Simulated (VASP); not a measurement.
Calculation: TPSS meta-GGA, VASP's PBE PAW potentials (set 64) (plane waves; VASP).

VASP ran on this input.

File POSCAR:
```
BaHfO3
1
    4.1852210006     0.0000000000     0.0000000000
    0.0000000000     4.1852210006     0.0000000000
    0.0000000000     0.0000000000     4.1852210006
Ba Hf O
1 1 3
Direct
  0.0000000000   0.0000000000   0.0000000000
  0.5000000000   0.5000000000   0.5000000000
  0.5000000000   0.0000000000   0.5000000000
  0.0000000000   0.5000000000   0.5000000000
  0.5000000000   0.5000000000   0.0000000000
```

**INCAR**
```
# general
SYSTEM =BaHfO3
PREC   =Accurate
ENCUT  =520
LREAL  =.False.
LASPH  =.True.

# electronic loop
EDIFF  =1E-7
NELM   =100
ALGO   =Normal
LMAXMIX=6
LMIXTAU=.True.

# smearing
ISMEAR =0
SIGMA  =0.05

# functional
METAGGA=TPSS

# ions
ISIF   =2

# output
LWAVE  =.False.
LCHARG =.False.
```

### KPOINTS
```
kpoints
0
Gamma
 5 5 5
```

POTCAR, in this order: Ba_sv Hf_pv O (PBE.64 set). Program: vasp_std.

Q: Estimate the energy per atom (σ→0).

A: 
```json
{
  "energy per atom (σ→0)": "-11.993 eV/atom"
}
```

**OSZICAR**
```
...
DAV:  24    -0.599658776809E+02   -0.54018E-04   -0.12116E-04   702   0.813E-02    0.212E-01
DAV:  25    -0.599659339481E+02   -0.56267E-04   -0.76577E-05   516   0.735E-02    0.882E-02
DAV:  26    -0.599659318138E+02    0.21343E-05   -0.86233E-06   682   0.261E-02    0.421E-02
DAV:  27    -0.599659378022E+02   -0.59884E-05   -0.83141E-06   577   0.211E-02    0.125E-02
DAV:  28    -0.599659376203E+02    0.18191E-06   -0.19025E-06   575   0.119E-02    0.529E-03
DAV:  29    -0.599659373391E+02    0.28125E-06   -0.63430E-07   566   0.524E-03    0.133E-03
DAV:  30    -0.599659372458E+02    0.93224E-07   -0.15923E-07   393   0.265E-03
   1 F= -.59965937E+02 E0= -.59965937E+02  d E =-.589811E-12
```

The compound is BaHfO3 in the cubic perovskite structure. It was relaxed first.
